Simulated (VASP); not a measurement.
Computed with PBE GGA, VASP's PBE PAW potentials (set 64) (plane waves; VASP).

A VASP calculation is set up with these files.

**KPOINTS**
```
Automatic mesh
0
Gamma
 9 9 3
```

**INCAR**
```
LASPH = T   # aspherical one-centre terms
SIGMA = 0.05
GGA = PE   # PBE
LCHARG = F
SYSTEM = BN
LREAL = F   # projection in real space or not
LWAVE = F
EDIFF = 1E-6   # SCF stop (eV)
NELM = 100   # most electronic steps
ALGO = Normal   # blocked Davidson
ISIF = 2   # forces and stress, cell fixed
PREC = Single
ENCUT = 520   # plane-wave cut-off (eV)
ISMEAR = 0   # Gaussian
```

POSCAR:
```
BN
1
    1.2520000000    -2.1685280000     0.0000000000
    1.2520000000     2.1685280000     0.0000000000
    0.0000000000     0.0000000000     6.6600000000
B N
2 2
Direct
  0.3333330000   0.6666670000   0.2500000000
  0.6666670000   0.3333330000   0.7500000000
  0.6666670000   0.3333330000   0.2500000000
  0.3333330000   0.6666670000   0.7500000000
```

POTCAR, in this order: B N (PBE.64 set). Program: vasp_std.

Estimate the energy per atom (σ→0), pressure.

The energy per atom (σ→0) is -8.789 eV/atom. The pressure is 3.40 GPa.

**OSZICAR**
```
...
DAV:   7    -0.352339474607E+02    0.28492E+00   -0.50836E-01   704   0.623E+00    0.314E+00
DAV:   8    -0.351567506612E+02    0.77197E-01   -0.28810E-01   708   0.415E+00    0.398E-01
DAV:   9    -0.351537448932E+02    0.30058E-02   -0.11807E-02   684   0.988E-01    0.184E-01
DAV:  10    -0.351546776039E+02   -0.93271E-03   -0.12335E-03   696   0.311E-01    0.371E-02
DAV:  11    -0.351547809569E+02   -0.10335E-03   -0.19303E-04   724   0.124E-01    0.272E-02
DAV:  12    -0.351547773112E+02    0.36457E-05   -0.43857E-05   704   0.587E-02    0.434E-03
DAV:  13    -0.351547775728E+02   -0.26163E-06   -0.15513E-06   532   0.120E-02
   1 F= -.35154778E+02 E0= -.35154778E+02  d E =-.148930E-13
```

The compound is BN in the hex structure. The cell was not relaxed at this level. The run is one of a series of settings (PREC = Single against the base run), some of them coarse on purpose.
